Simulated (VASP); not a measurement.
Given:

```
NbAs
1.0
   -1.71680     1.71680     5.84893
    1.71680    -1.71680     5.84893
    1.71680     1.71680    -5.84893
Nb As
2 2
Direct
  0.75976   0.75052   0.01222
  0.49656   0.00059   0.49463
  0.16672   0.15572   0.99347
  0.91096   0.42717   0.49968
```

Level of theory: PBE GGA, VASP's PBE PAW potentials (set 64) (plane waves; VASP). Run with 300 eV cut-off, 10×10×10 Γ-centred mesh, Fermi-Dirac smearing of 0.14 eV, potentials Nb_sv As.

Problem. The ions are relaxed. Give the cell that the relaxation ends in.

Solution. 
```
NbAs
1.0
   -1.71680     1.71680     5.84893
    1.71680    -1.71680     5.84893
    1.71680     1.71680    -5.84893
Nb As
2 2
Direct
  0.74953   0.74948   0.99993
  0.49952   0.99956   0.50000
  0.16748   0.16747   0.00004
  0.91747   0.41749   0.50002
```
Space group I4_1md (109), at a tolerance of 0.03 Å.

Problem. How much energy does the relaxation gain?

Solution. The energy (σ→0) changes by -10.4 meV/atom, in 8 ionic steps.

The structure comes from a computed database's NbAs entry; how it stands against other phases isn't given here. In the starting cell atoms are displaced from their ideal sites. This run relaxes the ions in a fixed cell. The run is one of a series of settings (EDIFFG = -0.005, IBRION = 2, NSW = 50 against the base run), some of them coarse on purpose.
